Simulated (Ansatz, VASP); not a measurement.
# Cross-check of RbVS3 between VASP and Ansatz, part 3 of 3

Aim: how closely do two programs agree when they are given the same cell, functional and k mesh? The cell is generated by rule, not measured, and may not be a known phase. The cell is taken from a series of runs on this material, whose earlier steps may have relaxed, scaled, displaced or heated it; both programs get it as it stands.

VASP 6.6.1 and Ansatz 0.2.0.

So far: The starting structure; VASP: relaxation of cell and atoms, PBEsol, pair 1; Ansatz: relaxation of cell and atoms, PBEsol, pair 1; Side by side; VASP: relaxation of cell and atoms, PBEsol, pair 2; Ansatz: relaxation of cell and atoms, PBEsol, pair 2.

## (8) VASP: relaxation of cell and atoms, PBEsol, pair 3

Level of this step: PBEsol, no spin polarisation; plane waves and PAW (Rb_sv, V_sv, S); invented cell (VASP).

The relaxed volume is the usual yardstick between codes: in a stiff, nearly cubic crystal its relative difference is about their pressure difference at one cell divided by the bulk modulus. This pair takes another cell of the material, with 10 atoms against 5 for the pair before.

INCAR reads:

```
SYSTEM = RbVS3
PREC = Accurate
ENCUT = 500
EDIFF = 1E-07
NELM = 120
ISMEAR = 1
SIGMA = 0.2
LREAL = .FALSE.
ALGO = Normal
GGA = PS
NBANDS = 50
LASPH = .TRUE.
LORBIT = 11
LWAVE = .FALSE.
LCHARG = .FALSE.
ISIF = 3
IBRION = 2
NSW = 80
EDIFFG = -0.005
GGA_COMPAT = .FALSE.
NELMIN = 4
KPAR = 2
```

POSCAR reads:

```
RbVS3
1.0
    4.6426620000      4.6426620000      0.0000000000
    4.6426620000      0.0000000000      4.6426620000
    4.6426620000      0.0000000000     -4.6426620000
Rb V S
2 2 6
Direct
    0.0000000000      0.0000000000      0.0000000000
    0.0000000000      0.5000000000      0.5000000000
    0.5000000000      0.2500000000      0.7500000000
    0.5000000000      0.7500000000      0.2500000000
    0.5000000000      0.0043078734      0.9956921266
    0.5000000000      0.4956921266      0.5043078734
    0.9827685065      0.5086157467      0.0086157467
    0.0172314935      0.9913842533      0.4913842533
    0.5000000000      0.0043078734      0.5043078734
    0.5000000000      0.4956921266      0.9956921266
```

KPOINTS reads:

```
Automatic mesh
0
Gamma
8 8 8
0 0 0
```

The projector-augmented-wave data sets are Rb_sv, V_sv and S (PBE family, release 64).

Run with:

```
$ mpirun -np 2 vasp_std
```

Numbers of over 12 decimals in the logs are rounded to 6 here.

The program printed:

```text
[banner, memory and clock lines left out]
running    2 mpi-ranks, on    1 nodes
[...]
[... a notice as in an earlier step ...]

 LDA part: xc-table for (Slater+PW92), standard interpolation
 POSCAR, INCAR and KPOINTS ok, starting setup
[...]
entering main loop
       N       E                     dE             d eps       ncg     rms          rms(c)
DAV:   1     0.743843720832E+03    0.74384E+03   -0.39917E+04  6412   0.147E+03
DAV:   2     0.119986111708E+01   -0.74264E+03   -0.71711E+03  7038   0.372E+02
DAV:   3    -0.664461552188E+02   -0.67646E+02   -0.64747E+02  8020   0.109E+02
DAV:   4    -0.686235514155E+02   -0.21774E+01   -0.21691E+01  7560   0.179E+01
[...]
DAV:  17    -0.552495239558E+02   -0.10810E-05   -0.13103E-05  6560   0.243E-02    0.153E-02
DAV:  18    -0.552495224349E+02    0.15209E-05   -0.27653E-06  6582   0.147E-02    0.601E-03
DAV:  19    -0.552495225345E+02   -0.99550E-07   -0.67185E-07  6288   0.560E-03
   1 F= -.55249523E+02 E0= -.55258473E+02  d E =-.552495E+02
[... from here on, the cycles between the ionic steps are left out ...]
   2 F= -.55252259E+02 E0= -.55261391E+02  d E =-.273632E-02
   3 F= -.55252263E+02 E0= -.55261403E+02  d E =-.274092E-02
   4 F= -.55253950E+02 E0= -.55263132E+02  d E =-.168626E-02
   5 F= -.55254813E+02 E0= -.55263917E+02  d E =-.254945E-02
   6 F= -.55254814E+02 E0= -.55263912E+02  d E =-.255020E-02
   7 F= -.55254863E+02 E0= -.55263962E+02  d E =-.497147E-04
   8 F= -.55254866E+02 E0= -.55263965E+02  d E =-.519048E-04
[...]
reached required accuracy - stopping structural energy minimisation
```

OUTCAR, selected parts (step 8):

```text
  Total        0.0363358      0.0090809      0.0363358     -0.0000000     -0.0000000     -0.0000000
  in kB        0.2887065      0.0721521      0.2887065     -0.0000000     -0.0000000     -0.0000000
  external PRESSURE =       0.2165217 kB  Pullay stress =       0.0000000 kB

 POSITION                                       TOTAL-FORCE (eV/Angst)
 -----------------------------------------------------------------------------------
      0.00000      0.00000     -0.00000        -0.000000      0.000000      0.000000
      4.64717      0.00000      0.00000        -0.000000     -0.000000      0.000000
      6.97076      2.33427     -2.32359        -0.000000     -0.000000      0.000000
      6.97076      2.33427      2.32359        -0.000000     -0.000000      0.000000
      6.97076      2.33427     -4.59738        -0.000000      0.000000      0.003524
      6.97076      2.33427     -0.04979        -0.000000     -0.000000     -0.003524
      6.97076      4.56730      2.32359         0.000000      0.002630      0.000000
      6.97076      0.10123      2.32359        -0.000000     -0.002630      0.000000
      4.69697      2.33427     -2.32359         0.003524      0.000000      0.000000
      9.24455      2.33427     -2.32359        -0.003524     -0.000000      0.000000
 -----------------------------------------------------------------------------------
    total drift:                               -0.000000      0.000000      0.000000

  FREE ENERGIE OF THE ION-ELECTRON SYSTEM (eV)
  ---------------------------------------------------
  free  energy   TOTEN  =       -55.2548655642 eV

  energy  without entropy=      -55.2821648143  energy(sigma->0) =      -55.26396531

[... 1 part as in an earlier step ...]

[... 3 further parts left out ...]
[key lines of the parts left out:]
E-fermi :   4.3594
```

## (9) Ansatz: relaxation of cell and atoms, PBEsol, pair 3

The same cell, functional, mesh and smearing now go to Ansatz, which takes its cutoff from its data sets.

The cell is taken from a series of runs on this material, whose earlier steps may have relaxed, scaled, displaced or heated it; both programs get it as it stands.

input.yaml reads:

```yaml
crystal:
  lattice:
    - [4.6426622666, 4.6426622666, 0.0]
    - [4.6426622666, 0.0, 4.6426622666]
    - [4.6426622666, 0.0, -4.6426622666]
  atoms:
    - { symbol: Rb, position: [0.0, 0.0, 0.0] }
    - { symbol: Rb, position: [0.0, 0.5, 0.5] }
    - { symbol: V, position: [0.5, 0.25, 0.75] }
    - { symbol: V, position: [0.5, 0.75, 0.25] }
    - { symbol: S, position: [0.5, 0.0043078731, -0.0043078731] }
    - { symbol: S, position: [0.5, 0.4956921269, 0.5043078731] }
    - { symbol: S, position: [-0.0172314925, 0.5086157462, 0.0086157462] }
    - { symbol: S, position: [0.0172314925, -0.0086157462, 0.4913842538] }
    - { symbol: S, position: [0.5, 0.0043078731, 0.5043078731] }
    - { symbol: S, position: [0.5, 0.4956921269, -0.0043078731] }
kpoints:
  mp_grid: { grid: [8, 8, 8] }
hamiltonian:
  xc: pbesol
  pseudopotentials: { kind: paw, azcp: { folder: soft_1 }, xc_functional: pbe }
scf:
  occupations: { method: methfessel_paxton, width: 0.2 }
output:
  forces: true
  stress: true
  eigenvalues: true
  write_density: true
  write_potential: true
  elf: true
  volumetric_format: npy
relax:
  adjacent_minimum: "off"
  f_tol: 0.002
  max_steps: 120
  cell: { stress_tol: 0.03 }
```

Run with:

```
$ ansatz run input.yaml --threads 4 --pin off --max-ram 16384MiB --backend cpu --events-out ev --progress --plain --runs-dir out
```

The program printed:

```text
[...]
Crystal: 10 atoms, lattice volume = 200.139 Å³
Basis set: ecut = 420 eV, 3839 PW (Γ), exchange–correlation on 90×90×90 points (8 copies of the dense FFT grid, shifted against one another)
Bands: 50, of which v1, the nominal top of the filled ones, is band 40 counted from 1 (39 counted from 0)
Symmetry: 16 space group operations
[...]
k-points: 59 of 512
[...]
- { symbol: V, position: [0.5, 0.250000, 0.750000] }
    - { symbol: V, position: [0.5, 0.750000, 0.250000] }
    - { symbol: S, position: [0.5, 0.00537607, -0.00537607] }
    - { symbol: S, position: [0.5, 0.494624, 0.505376] }
    - { symbol: S, position: [-0.021626, 0.510813, 0.010813] }
    - { symbol: S, position: [0.021626, -0.010813, 0.489187] }
    - { symbol: S, position: [0.5, 0.00537607, 0.505376] }
    - { symbol: S, position: [0.5, 0.494624, -0.00537607] }
[key lines of the parts left out:]
SCF converged after 7 iterations
Free energy (F): -17521.707538 eV
Fermi energy:    7.765011 eV
P = ⅓ Tr σ = 0.0016 GPa (0.016 kbar)
```

## (10) Comparison

The two programs side by side:

```csv
quantity,Ansatz,VASP,difference
volume (Å³),201.55,201.65,-0.05 %
"edge a after relaxation, in the typed setting (Å)",6.586,6.587,-0.02 %
"edge b after relaxation, in the typed setting (Å)",6.572,6.572,-0.01 %
```

## (11) Outcome

```yaml
difference_in_volume_relaxation_of_cell_and_atoms_pbesol_pair_1: -0.13 %
difference_in_edge_b_after_relaxation_in_the_typed_setting_relaxation_of_cell_and_atoms_pbesol_pair_2: 0.076 %
difference_in_volume_relaxation_of_cell_and_atoms_pbesol_pair_3: -0.046 %
```

In words: The difference in volume is -0.13 % (relaxation of cell and atoms, PBEsol, pair 1), within the 1.2 % picked in this series as the mark of a large difference, as far as the stopping tolerances let one tell. 5 further runs of this series are not shown here. How closely two codes agree says nothing of how well the functional describes the real material.

[Lines on the potential files, build, host, timing and source positions are cut from VASP's logs without a mark.]

[Logs are printed without paths, hosts, clocks, repeated set-up lines and the standing remarks that a program may print on its own settings, such as how far it seeks lower states.]

[Hosts, paths, dates, database ids (printed as entryN), source tags and the programs' standing remarks are cut or masked in the printed files.]
